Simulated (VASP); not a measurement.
A run of VASP 6.6.1 is set up as follows.

Contents of INCAR:

```
  PREC = Accurate
  ENCUT = 520
  EDIFF = 1E-7
  ISMEAR = -1
  SIGMA = 0.05
  LREAL = F
  LASPH = T
  NELM = 80
  ALGO = Normal
  ISIF = 2
  LWAVE = F
  LCHARG = F
  GGA = PE
  NBANDS = 37
```

Contents of KPOINTS:

```
Automatic mesh
0
Gamma
  8 7 4
```

The input POSCAR:

```
LiTiNCl
1.0
    3.3747150000      0.0000000000      0.0000000000
    0.0000000000      4.1110800000      0.0000000000
    0.0000000000      0.0000000000      8.1250150000
Ti Cl N Li
2 2 2 2
Direct
    0.0000000000      0.5000000000      0.0517070000
    0.5000000000      0.0000000000      0.9482930000
    0.5000000000      0.5000000000      0.3458240000
    0.0000000000      0.0000000000      0.6541760000
    0.0000000000      0.0000000000      0.0821590000
    0.5000000000      0.5000000000      0.9178410000
    0.0000000000      0.0000000000      0.3351420000
    0.5000000000      0.5000000000      0.6648580000
```

Potentials or basis: VASP PAW PBE potentials, release 64 (Ti_sv, Cl, N, Li_sv).

Command:

```console
$ cat potpaw_PBE.64/Ti_sv/POTCAR potpaw_PBE.64/Cl/POTCAR potpaw_PBE.64/N/POTCAR potpaw_PBE.64/Li_sv/POTCAR > POTCAR
$ mpirun -np 1 vasp_std > vasp.out
```

Problem. What does it give for the band gap on the k mesh?

Solution. None (metal or under the smearing width).

Problem. Predict the largest force.

Solution. 0.099 eV/Å.

Forces in eV/Å, atoms in the order of the input:
```
Ti   0.000  0.000 -0.099
Ti   0.000  0.000  0.099
Cl   0.000  0.000  0.004
Cl   0.000  0.000 -0.004
N    0.000  0.000 -0.020
N    0.000  0.000  0.020
Li   0.000  0.000 -0.072
Li   0.000  0.000  0.072
```

Caveat: semilocal functionals often make such compounds metallic where correlation or magnetic order opens a gap, which also shifts bond lengths.
